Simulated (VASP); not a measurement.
A run of VASP 6.6.1 is set up as follows.

File INCAR:

```
PREC = Accurate
ENCUT = 520
EDIFF = 1E-7
ISMEAR = 0
SIGMA = 0.02
LREAL = F
LASPH = T
NELM = 60
ALGO = Normal
ISIF = 2
LWAVE = F
LCHARG = F
GGA = PE
IVDW = 12
NBANDS = 11
```

The input KPOINTS:

```
regular mesh
0
Gamma
  10 10 10
```

The input POSCAR:

```
BAs
1.0
    0.0000000000      2.3819227052      2.3819227052
    2.3819227052      0.0000000000      2.3819227052
    2.3819227052      2.3819227052      0.0000000000
B As
1 1
Direct
    0.0000000000      0.0000000000      0.0000000000
    0.2500000000      0.2500000000      0.2500000000
```

Potentials or basis: VASP PAW PBE potentials, release 64 (B, As).

Command:

```bash
$ cat potpaw_PBE.64/B/POTCAR potpaw_PBE.64/As/POTCAR > POTCAR
$ mpirun -np 1 vasp_std > vasp.out
```

(1) What does it give for the dispersion energy per atom?

(2) Predict the band gap on the k mesh.

## Answers

(1) -0.333 eV.

(2) 1.17 eV, indirect (least direct gap 3.29 eV).
